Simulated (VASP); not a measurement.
Crystal: Au.

```
CELL_PARAMETERS angstrom
0.00000 2.03500 2.03500
2.03500 0.00000 2.03500
2.03500 2.03500 0.00000
ATOMIC_POSITIONS crystal
Au 0.00000 0.00000 0.00000
```

| Quantity | Value |
| --- | --- |
| Program | VASP 6.6.1 |
| Task | relaxation of cell and atoms |
| Functional | PBE |
| Potentials or basis | VASP PAW PBE potentials, release 64 (Au) |
| Cutoff | 520 eV |
| k mesh | 18 × 18 × 18 |
| Occupations | gaussian, width 0.1 eV |
| Spin | no spin polarisation |

At the start: pressure 10.6 GPa; volume 16.85 Å³/atom.

Task: How do energy, volume and symmetry change on relaxing?

Result: Over 4 steps the energy falls by 33.5 meV/atom and the volume is 17.94 Å³/atom (+6.5 %); space group Fm-3m (No. 225, to 0.05 Å).

The path:
```
step  energy change (eV)  largest force (eV/Å)  pressure (GPa)  volume (Å³)
   1              0.0000                0.0000           10.61        16.85
   2              0.0290                0.0000           -9.95        19.73
   3             -0.0334                0.0000           -0.19        17.97
   4             -0.0335                0.0000           -0.02        17.94
```

Final structure:
```cif
data_structure
_symmetry_space_group_name_H-M 'P 1'
_symmetry_Int_Tables_number 1
_cell_length_a 2.9386
_cell_length_b 2.9386
_cell_length_c 2.9386
_cell_angle_alpha 60.000
_cell_angle_beta 60.000
_cell_angle_gamma 60.000
_cell_volume 17.94
loop_
_atom_site_label
_atom_site_type_symbol
_atom_site_fract_x
_atom_site_fract_y
_atom_site_fract_z
_atom_site_occupancy
Au1 Au 0.00000 0.00000 0.00000 1
```
